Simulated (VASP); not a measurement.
# Band edges against the vacuum: InP(110)

Aim: ionisation energy and electron affinity of InP(110), from a slab and a bulk run lined up through core potentials.

Program: VASP 6.6.1. Level of theory: r2SCAN; plane waves and PAW (In, P). Results are calculated unless marked as measured.

### Step 1. Starting point

Symmetry: F-43m, No. 216, cubic system. The conventional cell has a = 5.870 Å, b = 5.870 Å, c = 5.870 Å, α = 90.00°, β = 90.00°, γ = 90.00°. Nearest to In lie 4 P at 2.54 Å. Nearest to P lie 4 In at 2.54 Å. Farther neighbours are not listed.

### Step 2. Relaxing the bulk crystal

First cell and atoms are relaxed at a raised cutoff, so that later runs start from this functional's own cell.

The input, INCAR:

```
SYSTEM = InP
PREC = Accurate
ENCUT = 350
EDIFF = 1E-06
NELM = 120
ISMEAR = 0
SIGMA = 0.03
LREAL = .FALSE.
ALGO = Normal
METAGGA = R2SCAN
LASPH = .TRUE.
NBANDS = 10
LORBIT = 11
LWAVE = .FALSE.
LCHARG = .FALSE.
KPAR = 4
IBRION = 2
NSW = 40
ISIF = 3
EDIFFG = -0.02
POTIM = 0.4
```

The input, POSCAR:

```
InP
1.0
    0.0000000000      2.9350000000      2.9350000000
    2.9350000000      0.0000000000      2.9350000000
    2.9350000000      2.9350000000      0.0000000000
In P
1 1
Direct
    0.0000000000      0.0000000000      0.0000000000
    0.2500000000      0.2500000000      0.2500000000
```

The input, KPOINTS:

```
Automatic mesh
0
Gamma
6 6 6
0 0 0
```

The projector-augmented-wave data sets are In and P (PBE family, release 64).

Run with:

```
mpirun -np 4 vasp_std
```

What it wrote:

```text
[banner, memory and clock lines left out]
running    4 mpi-ranks, on    1 nodes
 distrk:  each k-point on    1 cores,    4 groups
 distr:  one band on    1 cores,    1 groups

 POSCAR found type information on POSCAR InP
 POSCAR found :  2 types and       2 ions
|                                                                             |
|               ----> ADVICE to this user running VASP <----                  |
|                                                                             |
|     You enforced a specific xc type in the INCAR file but a different       |
|     [... a line on the potential file left out ...]
|     I HOPE YOU KNOW WHAT YOU ARE DOING!                                     |
|                                                                             |

 LDA part: xc-table for (None), standard interpolation
 POSCAR, INCAR and KPOINTS ok, starting setup
 FFT: planning ... GRIDC
 FFT: planning ... GRID_SOFT
 FFT: planning ... GRID
 WAVECAR not read
 entering main loop
       N       E                     dE             d eps       ncg     rms          rms(c)
DAV:   1    -0.105306219374E+02   -0.10531E+02   -0.26154E+03   320   0.468E+02
DAV:   2    -0.325982284402E+02   -0.22068E+02   -0.21690E+02   442   0.853E+01
DAV:   3    -0.333684297664E+02   -0.77020E+00   -0.76926E+00   388   0.165E+01
DAV:   4    -0.333738653051E+02   -0.54355E-02   -0.54347E-02   412   0.168E+00
DAV:   5    -0.333739150094E+02   -0.49704E-04   -0.49703E-04   402   0.147E-01    0.565E+00
DAV:   6    -0.322112338846E+02    0.11627E+01   -0.76781E-01   332   0.419E+00    0.381E+00
DAV:   7    -0.321917669508E+02    0.19467E-01   -0.30146E-01   386   0.236E+00    0.154E+00
DAV:   8    -0.321923773974E+02   -0.61045E-03   -0.17883E-02   346   0.678E-01    0.289E-01
DAV:   9    -0.321925475671E+02   -0.17017E-03   -0.12274E-03   376   0.216E-01    0.141E-01
DAV:  10    -0.321925505157E+02   -0.29487E-05   -0.76826E-05   356   0.514E-02    0.507E-02
DAV:  11    -0.321925661210E+02   -0.15605E-04   -0.25569E-05   368   0.375E-02    0.159E-02
DAV:  12    -0.321925678434E+02   -0.17224E-05   -0.14089E-06   354   0.631E-03    0.651E-03
DAV:  13    -0.321925682431E+02   -0.39967E-06   -0.36292E-07   184   0.312E-03
   1 F= -.32192568E+02 E0= -.32192568E+02  d E =-.321926E+02
 curvature:   0.00 expect dE= 0.000E+00 dE for cont linesearch  0.000E+00
 trial: gam= 0.00000 g(F)=  0.300E-46 g(S)=  0.517E-01 ort = 0.000E+00 (trialstep = 0.100E+01)
 search vector abs. value=  0.517E-01
 bond charge predicted
       N       E                     dE             d eps       ncg     rms          rms(c)
DAV:   1    -0.322327530992E+02   -0.40185E-01   -0.82851E-01   330   0.417E+00    0.110E+00
DAV:   2    -0.322122620971E+02    0.20491E-01   -0.77353E-02   350   0.124E+00    0.643E-01
DAV:   3    -0.322082707057E+02    0.39914E-02   -0.18946E-02   344   0.613E-01    0.175E-01
DAV:   4    -0.322078584072E+02    0.41230E-03   -0.58652E-04   350   0.146E-01    0.144E-01
DAV:   5    -0.322076440829E+02    0.21432E-03   -0.52073E-04   334   0.129E-01    0.895E-02
DAV:   6    -0.322076443461E+02   -0.26321E-06   -0.98685E-06   376   0.208E-02
   2 F= -.32207644E+02 E0= -.32207644E+02  d E =-.150761E-01
 trial-energy change:   -0.015076  1 .order   -0.015875   -0.051710    0.019959
 step:   0.7077(harm=  0.7215)  dis= 0.00000  next Energy=   -32.210582 (dE=-0.180E-01)
 bond charge predicted
       N       E                     dE             d eps       ncg     rms          rms(c)
DAV:   1    -0.322126599069E+02   -0.50158E-02   -0.71339E-02   330   0.125E+00    0.341E-01
DAV:   2    -0.322108329118E+02    0.18270E-02   -0.62830E-03   350   0.355E-01    0.202E-01
DAV:   3    -0.322104840199E+02    0.34889E-03   -0.16829E-03   344   0.183E-01    0.581E-02
DAV:   4    -0.322104562819E+02    0.27738E-04   -0.51552E-05   348   0.431E-02    0.469E-02
DAV:   5    -0.322104472706E+02    0.90114E-05   -0.48816E-05   332   0.395E-02    0.275E-02
DAV:   6    -0.322104472390E+02    0.31595E-07   -0.89558E-07   296   0.639E-03
   3 F= -.32210447E+02 E0= -.32210447E+02  d E =-.178790E-01
 curvature:  -0.36 expect dE=-0.148E-05 dE for cont linesearch -0.148E-05
 trial: gam=-0.00885 g(F)=  0.213E-45 g(S)=  0.412E-05 ort = 0.462E-03 (trialstep = 0.942E+00)
 search vector abs. value=  0.429E-09
 reached required accuracy - stopping structural energy minimisation
```

Run time: 24 s. Hardware: 4 MPI ranks of Intel Xeon 6975P-C (Granite Rapids), shared host; peak memory 0.64 GiB.

Lines that name or quote the potential files are left out of all logs, and their timing lines are given in words.

Parts of OUTCAR (step 2):

```text
ion  position               nearest neighbor table
   1  0.000  0.000  0.000-   2 2.54   2 2.54   2 2.54   2 2.54
   2  0.250  0.250  0.250-   1 2.54   1 2.54   1 2.54   1 2.54

  LATTYP: Found a face centered cubic cell.
 ALAT       =     5.8700000000

 Subroutine GETGRP returns: Found 24 space group operations
 (whereof 24 operations were pure point group operations)

The static configuration has the point symmetry T_d .

 Found     16 irreducible k-points:

   k-points           NKPTS =     16   k-points in BZ     NKDIM =     16   number of bands    NBANDS=     10

   dimension x,y,z NGX =    28 NGY =   28 NGZ =   28
   dimension x,y,z NGXF=    56 NGYF=   56 NGZF=   56

   ENCUT  =  350.0 eV  25.72 Ry    5.07 a.u.   6.33  6.33  6.33*2*pi/ulx,y,z

   NELECT =       8.0000    total number of electrons

 k-points in reciprocal lattice and weights: Automatic mesh
   0.00000000  0.00000000  0.00000000       0.005
   0.16666667  0.00000000  0.00000000       0.037
   0.33333333  0.00000000  0.00000000       0.037
   0.50000000  0.00000000  0.00000000       0.019
   0.16666667  0.16666667  0.00000000       0.028
   0.33333333  0.16666667  0.00000000       0.111
   0.50000000  0.16666667  0.00000000       0.111
  -0.33333333  0.16666667  0.00000000       0.111
  -0.16666667  0.16666667  0.00000000       0.056
[...]
-0.33333333  0.33333333  0.16666667       0.111
  -0.33333333  0.50000000  0.16666667       0.056

 average (electrostatic) potential at core
       1 -42.1625       2 -87.3696

 E-fermi :   3.4559

 k-point     1 :       0.0000    0.0000    0.0000
  band No.  band energies     occupation
      1      -8.3882      2.00000
      2       3.2919      2.00000
      3       3.2919      2.00000
      4       3.2919      2.00000
      5       4.2355      0.00000
      6       7.7730      0.00000
      7       7.7730      0.00000
      8       7.7730      0.00000
      9      12.2003      0.00000
    ...

 k-point     2 :       0.1667    0.0000    0.0000
  band No.  band energies     occupation
      1      -8.1167      2.00000
      2       1.1434      2.00000
      3       3.0014      2.00000
      4       3.0014      2.00000
      5       5.3412      0.00000
      6       8.1227      0.00000
      7       8.2049      0.00000
      8       8.2049      0.00000
      9      12.2552      0.00000
    ...

 k-point     3 :       0.3333    0.0000    0.0000
  band No.  band energies     occupation
      1      -7.4179      2.00000
      2      -1.2209      2.00000
      3       2.5438      2.00000
      4       2.5438      2.00000
      5       5.2279      0.00000
      6       8.5390      0.00000
      7       8.5390      0.00000
      8       9.8916      0.00000
      9      12.5667      0.00000
    ...

  Total        0.0084382      0.0084382      0.0084382      0.0000000      0.0000000     -0.0000000
  in kB        0.2572749      0.2572749      0.2572749      0.0000000      0.0000000     -0.0000000
  external PRESSURE =       0.2572749 kB  Pullay stress =       0.0000000 kB

  energy-cutoff  :      350.00
  volume of cell :       52.55
      direct lattice vectors                 reciprocal lattice vectors
     0.000000000  2.972879892  2.972879892    -0.168187084  0.168187084  0.168187084
     2.972879892 -0.000000000  2.972879892     0.168187084 -0.168187084  0.168187084
     2.972879892  2.972879892  0.000000000     0.168187084  0.168187084 -0.168187084

 POSITION                                       TOTAL-FORCE (eV/Angst)
 -----------------------------------------------------------------------------------
      0.00000      0.00000      0.00000         0.000000      0.000000      0.000000
      1.48644      1.48644      1.48644        -0.000000     -0.000000     -0.000000
 -----------------------------------------------------------------------------------
    total drift:                               -0.000000     -0.000000     -0.000000

  FREE ENERGIE OF THE ION-ELECTRON SYSTEM (eV)
  ---------------------------------------------------
  free  energy   TOTEN  =       -32.2104472390 eV

  energy  without entropy=      -32.2104472390  energy(sigma->0) =      -32.21044724

 reached required accuracy - stopping structural energy minimisation

 total charge
# of ion       s       p       d       tot
------------------------------------------
    1        1.128   1.403   0.241   2.772
    2        1.022   1.498   0.000   2.519
--------------------------------------------------
tot          2.150   2.901   0.241   5.292

[... 3 further parts left out ...]
```

CONTCAR:

```
InP
   1.00000000000000
     0.0000000000000000    2.9728798920241952    2.9728798920241952
     2.9728798920241952   -0.0000000000000000    2.9728798920241952
     2.9728798920241952    2.9728798920241952    0.0000000000000000
  In              P
     1     1
Direct
     0.0000000000000000    0.0000000000000000    0.0000000000000000
     0.2500000000000000    0.2500000000000000    0.2500000000000000
```

The PAW data sets were made with PBE, which is usual practice but a small mismatch for other functionals. The data set In keeps the semicore shell frozen, which is cheaper and a little less accurate. The run keeps the 24 symmetry operations of its start, so it cannot find a distortion of lower symmetry.

Relaxation path:

| step | energy less that of the first step (eV) | largest force (eV/Å) | pressure (GPa) | volume (Å³) |
| --- | --- | --- | --- | --- |
| 1 | 0.0000 | 0.0000 | 2.99 | 50.57 |
| 2 | -0.0151 | 0.0000 | -1.09 | 53.38 |
| 3 | -0.0179 | 0.0000 | 0.03 | 52.55 |

| conventional cell, symmetrised | before | after | change |
| --- | --- | --- | --- |
| a (Å) | 5.870 | 5.946 | +1.3 % |
| b (Å) | 5.870 | 5.946 | +1.3 % |
| c (Å) | 5.870 | 5.946 | +1.3 % |
| volume (Å³/atom) | 25.28 | 26.27 | +3.9 % |

Final coordinates:

```xyz
2
Lattice="0.0000 2.9729 2.9729 2.9729 0.0000 2.9729 2.9729 2.9729 0.0000" Properties=species:S:1:pos:R:3 pbc="T T T"
In    0.0000    0.0000    0.0000
P     1.4864    1.4864    1.4864
```

Numbers from this step:

| Property | Result |
| --- | --- |
| electronic cycles | 25 |
| electrons | 8 |
| free energy (TOTEN) | -32.21 eV |
| Fermi energy | 3.456 eV |

The run ended after 3 ionic steps, 0.018 eV below its first step, once forces and stress met EDIFFG = -0.02.

### Step 3. Band edges of the bulk

A static bulk run at the slab's cutoff gives the band edges and the core potentials that tie them to the slab.

The input, INCAR:

```
SYSTEM = InP
PREC = Normal
ENCUT = 320
EDIFF = 1E-06
NELM = 120
ISMEAR = 0
SIGMA = 0.03
LREAL = .FALSE.
ALGO = Normal
METAGGA = R2SCAN
LASPH = .TRUE.
NBANDS = 10
LORBIT = 11
LWAVE = .FALSE.
LCHARG = .FALSE.
KPAR = 4
```

The input, POSCAR:

```
InP
1.0
    0.0000000000      2.9728798920      2.9728798920
    2.9728798920      0.0000000000      2.9728798920
    2.9728798920      2.9728798920      0.0000000000
In P
1 1
Direct
    0.0000000000      0.0000000000      0.0000000000
    0.2500000000      0.2500000000      0.2500000000
```

The input, KPOINTS:

```
Automatic mesh
0
Gamma
13 13 13
0 0 0
```

Run with:

```
mpirun -np 4 vasp_std
```

What it wrote:

```text
[banner, memory and clock lines left out]
running    4 mpi-ranks, on    1 nodes
 distrk:  each k-point on    1 cores,    4 groups
 distr:  one band on    1 cores,    1 groups

 POSCAR found type information on POSCAR InP
 POSCAR found :  2 types and       2 ions
 [... a notice as in an earlier step ...]

 LDA part: xc-table for (None), standard interpolation
 POSCAR, INCAR and KPOINTS ok, starting setup
 FFT: planning ... GRIDC
 FFT: planning ... GRID_SOFT
 FFT: planning ... GRID
 WAVECAR not read
 entering main loop
       N       E                     dE             d eps       ncg     rms          rms(c)
DAV:   1    -0.119767316822E+02   -0.11977E+02   -0.24549E+03  1696   0.434E+02
DAV:   2    -0.325703309577E+02   -0.20594E+02   -0.19795E+02  2240   0.797E+01
DAV:   3    -0.334066549769E+02   -0.83632E+00   -0.83532E+00  2014   0.171E+01
DAV:   4    -0.334128593210E+02   -0.62043E-02   -0.62037E-02  2046   0.177E+00
DAV:   5    -0.334129225068E+02   -0.63186E-04   -0.63184E-04  2092   0.170E-01    0.536E+00
DAV:   6    -0.322302132419E+02    0.11827E+01   -0.77209E-01  1742   0.410E+00    0.360E+00
DAV:   7    -0.322191849449E+02    0.11028E-01   -0.28224E-01  2000   0.226E+00    0.148E+00
DAV:   8    -0.322203953594E+02   -0.12104E-02   -0.17031E-02  1874   0.649E-01    0.273E-01
DAV:   9    -0.322205685539E+02   -0.17319E-03   -0.13333E-03  2008   0.220E-01    0.140E-01
DAV:  10    -0.322205735424E+02   -0.49885E-05   -0.72726E-05  1950   0.511E-02    0.468E-02
DAV:  11    -0.322205885720E+02   -0.15030E-04   -0.26799E-05  1848   0.380E-02    0.168E-02
DAV:  12    -0.322205902672E+02   -0.16952E-05   -0.12329E-06  1880   0.590E-03    0.593E-03
DAV:  13    -0.322205907013E+02   -0.43410E-06   -0.51511E-07  1004   0.346E-03
   1 F= -.32220591E+02 E0= -.32220591E+02  d E =-.135202E-11
```

It took 12 s on 4 MPI ranks; peak memory 0.51 GiB.

From OUTCAR (step 3):

```text
  LATTYP: Found a face centered cubic cell.
 ALAT       =     5.9457597840

The static configuration has the point symmetry T_d .

 Found     84 irreducible k-points:

   k-points           NKPTS =     84   k-points in BZ     NKDIM =     84   number of bands    NBANDS=     10

   dimension x,y,z NGX =    18 NGY =   18 NGZ =   18
   dimension x,y,z NGXF=    36 NGYF=   36 NGZF=   36

   ENCUT  =  320.0 eV  23.52 Ry    4.85 a.u.   6.13  6.13  6.13*2*pi/ulx,y,z

   NELECT =       8.0000    total number of electrons

 E-fermi :   3.4082

 k-point     1 :       0.0000    0.0000    0.0000
  band No.  band energies     occupation
      1      -8.3942      2.00000
      2       3.2857      2.00000
      3       3.2858      2.00000
      4       3.2858      2.00000
      5       4.2313      0.00000
      6       7.7716      0.00000
      7       7.7716      0.00000
      8       7.7716      0.00000
      9      12.2002      0.00000
    ...

 k-point     2 :       0.0769    0.0000    0.0000
  band No.  band energies     occupation
      1      -8.3352      2.00000
      2       2.5098      2.00000
      3       3.2140      2.00000
      4       3.2141      2.00000
      5       4.8044      0.00000
      6       7.7815      0.00000
      7       7.8845      0.00000
      8       7.8845      0.00000
      9      12.5665      0.00000
    ...

  Total        0.0035618      0.0035618      0.0035618      0.0000000      0.0000000      0.0000000
  in kB        0.1085958      0.1085958      0.1085958      0.0000000      0.0000000      0.0000000
  external PRESSURE =       0.1085958 kB  Pullay stress =       0.0000000 kB

  energy-cutoff  :      320.00
  volume of cell :       52.55
      direct lattice vectors                 reciprocal lattice vectors
     0.000000000  2.972879892  2.972879892    -0.168187084  0.168187084  0.168187084
     2.972879892  0.000000000  2.972879892     0.168187084 -0.168187084  0.168187084
     2.972879892  2.972879892  0.000000000     0.168187084  0.168187084 -0.168187084

 POSITION                                       TOTAL-FORCE (eV/Angst)
 -----------------------------------------------------------------------------------
      0.00000      0.00000      0.00000        -0.000000     -0.000000     -0.000000
      1.48644      1.48644      1.48644         0.000000      0.000000      0.000000
 -----------------------------------------------------------------------------------
    total drift:                               -0.000001     -0.000001      0.000001

  FREE ENERGIE OF THE ION-ELECTRON SYSTEM (eV)
  ---------------------------------------------------
  free  energy   TOTEN  =       -32.2205907013 eV

  energy  without entropy=      -32.2205907013  energy(sigma->0) =      -32.22059070

 total charge
# of ion       s       p       d       tot
------------------------------------------
    1        1.131   1.402   0.240   2.773
    2        1.024   1.496   0.000   2.520
--------------------------------------------------
tot          2.155   2.898   0.240   5.293

[... 1 part as in an earlier step ...]

[... 7 further parts left out ...]
```

The gap is read on the k-mesh alone, so it is an upper bound where the band edges lie off the mesh.

Numbers from this step:

| Property | Result |
| --- | --- |
| electronic cycles | 13 |
| free energy (TOTEN) | -32.22 eV |
| Fermi energy | 3.408 eV |
| metallic | no |
| gap on the k-mesh | 0.9455 eV |
| least direct gap on the k-mesh | 0.9455 eV |

(Part 1 of 3 ends here.)

[Lines on the potential files, build, host, timing and source positions are cut from VASP's logs without a mark.]

[Logs are printed without paths, hosts, clocks, repeated set-up lines and the standing remarks that a program may print on its own settings, such as how far it seeks lower states.]

[Hosts, paths, dates, database ids (printed as entryN), source tags and the programs' standing remarks are cut or masked in the printed files.]

[Runs that stopped without an error message from VASP are left out.]
